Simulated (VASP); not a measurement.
VASP ran on this input.

**INCAR**
```
SYSTEM = PbS
PREC = Accurate
ENCUT = 500
EDIFF = 1E-6
NELM = 100
ALGO = Normal
LREAL = .FALSE.
LASPH = .TRUE.
ISMEAR = 0
SIGMA = 0.05
GGA = PS
LMAXMIX = 4
LWAVE = .FALSE.
LCHARG = .FALSE.
IBRION = 2
ISIF = 3
NSW = 40
EDIFFG = -0.02
```

KPOINTS:
```
K-points
0
G
  8 8 8
0 0 0
```

**POSCAR**
```
PbS
1
    0.0000000000     2.9499783819     2.9499783819
    2.9499783819     0.0000000000     2.9499783819
    2.9499783819     2.9499783819     0.0000000000
Pb S
1 1
Direct
  0.0000000000   0.0000000000   0.0000000000
  0.5000000000   0.5000000000   0.5000000000
```

POTCAR, in this order: Pb_d S (PBE.64 set). Program: vasp_std.

### Question
Translate this PBEsol calculation to Quantum ESPRESSO's pw.x.

### Answer
One equivalent input (not run):
```
&CONTROL
  calculation = 'vc-relax'
  pseudo_dir = './pseudo'
  outdir = './out'
  tprnfor = .true.
  tstress = .true.
  nstep = 40
  forc_conv_thr = 0.00078
/
&SYSTEM
  ibrav = 0
  nat = 2
  ntyp = 2
  ecutwfc = 62.5
  occupations = 'smearing'
  smearing = 'gaussian'
  degauss = 0.003675
  input_dft = 'pbesol'
/
&ELECTRONS
  conv_thr = 7.3e-08
  electron_maxstep = 100
/
&IONS
/
&CELL
/
ATOMIC_SPECIES
  Pb 207.200 Pb.upf
  S 32.060 S.upf
CELL_PARAMETERS angstrom
     0.0000000    2.9499784    2.9499784
     2.9499784    0.0000000    2.9499784
     2.9499784    2.9499784    0.0000000
ATOMIC_POSITIONS crystal
  Pb   0.0000000  0.0000000  0.0000000
  S    0.5000000  0.5000000  0.5000000
K_POINTS automatic
  8 8 8 0 0 0
```
The two are equivalent in intent, not identical: the potentials are each code's own (VASP's PAW set, PseudoDojo norm-conserving files in pw.x), so ENCUT and ecutwfc are chosen apart and not converted; conv_thr bounds pw.x's estimated SCF error, while EDIFF bounds the energy change between steps; forc_conv_thr acts on force components and is met together with etot_conv_thr.

The compound is PbS in the rock salt structure. It was relaxed first.
